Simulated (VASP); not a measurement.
```
Al
1.0
    0.00000     1.96908     1.96908
    1.96908     0.00000     1.96908
    1.96908     1.96908     0.00000
Al
1
Direct
  0.00000   0.00000   0.00000
```

Method: r2SCAN+rVV10, VASP's PBE PAW potentials (set 64) (plane waves; VASP). Run with 520 eV cut-off, 16×16×16 Γ-centred mesh, first-order Methfessel-Paxton smearing of 0.10 eV, potentials Al.

### Question
Give the stress tensor in GPa (positive for a compressed cell).

### Answer

```
3.64  0.00  0.00
0.00  3.64  0.00
0.00  0.00  3.64
```
The pressure is its mean diagonal, 3.64 GPa.

The compound is Al in the fcc structure. This cell is one point of a volume scan, at 0.97 of the reference volume.
